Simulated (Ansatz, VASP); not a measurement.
**HfMoC2 in VASP and in Ansatz**

INCAR

```
PREC = Accurate
ENCUT = 520
EDIFF = 1E-6
ISMEAR = -1
SIGMA = 0.05
LREAL = F
LASPH = T
NELM = 100
ALGO = Normal
ISIF = 2
LWAVE = F
LCHARG = F
GGA = PS
NBANDS = 24
```

The input KPOINTS:

```
regular mesh
0
Gamma
  8 8 6
```

The input POSCAR:

```
HfMoC2
1.0
    3.1914230000      0.0000000000      0.0000000000
    0.0000000000      3.1914230000      0.0000000000
    0.0000000000      0.0000000000      4.4851640000
Hf Mo C
1 1 2
Direct
    0.0000000000      0.0000000000      0.0000000000
    0.5000000000      0.5000000000      0.5000000000
    0.5000000000      0.5000000000      0.0000000000
    0.0000000000      0.0000000000      0.5000000000
```

input.yaml

```yaml
crystal:
  lattice:
    - [3.191423, 0.0, 0.0]
    - [0.0, 3.191423, 0.0]
    - [0.0, 0.0, 4.485164]
  atoms:
    - { symbol: Hf, position: [0.0, 0.0, 0.0] }
    - { symbol: Mo, position: [0.5, 0.5, 0.5] }
    - { symbol: C, position: [0.5, 0.5, 0.0] }
    - { symbol: C, position: [0.0, 0.0, 0.5] }
kpoints:
  mp_grid: { grid: [8, 8, 6] }
  band_path:
    path:
      - [0.0, 0.0, 0.0]
      - [0.0, 0.5, 0.0]
      - [0.5, 0.5, 0.0]
      - [0.0, 0.0, 0.0]
      - [0.0, 0.0, 0.5]
      - [0.0, 0.5, 0.5]
      - [0.5, 0.5, 0.5]
      - [0.0, 0.0, 0.5]
    npoints: 12
scf:
  occupations: { method: fermi_dirac, width: 0.05 }
hamiltonian:
  xc: pbesol
  pseudopotentials: { kind: all_electron, lapw: { basis_error: 0.002 } }
output:
  forces: true
  stress: true
  eigenvalues: true
```

Alike in both runs: functional PBEsol; k mesh 8 × 8 × 6; occupations fermi-dirac, width 0.05 eV; no spin polarisation.

|  | VASP | Ansatz |
| --- | --- | --- |
| version | VASP 6.6.1 | Ansatz 0.2.0 |
| potentials or method | VASP PAW PBE potentials, release 64 (Hf_pv, Mo_sv, C) | all-electron LAPW, scalar-relativistic |
| plane-wave cutoff (eV) | 520 | see its input |
| task | single point | band structure |

```tsv
	VASP	Ansatz	Ansatz less VASP
gap on the k mesh at the Fermi level (eV)	none	none	-
pressure (GPa)	-8.9	-8.9	-0.06
largest component of the traceless stress (GPa)	2.91	2.93	+0.018
```

A gap of «none» marks a metal or a gap that the smearing closes. Ansatz ran all-electron here, so the differences hold the error of VASP's frozen core and of both bases.

Caveats: the PAW data sets were made with another functional, which shifts forces and pressure a little (VASP); spin-orbit coupling is left out, which moves the levels of the heavy elements (Ansatz). Spin-orbit coupling is left out, which matters for the levels of Hf.
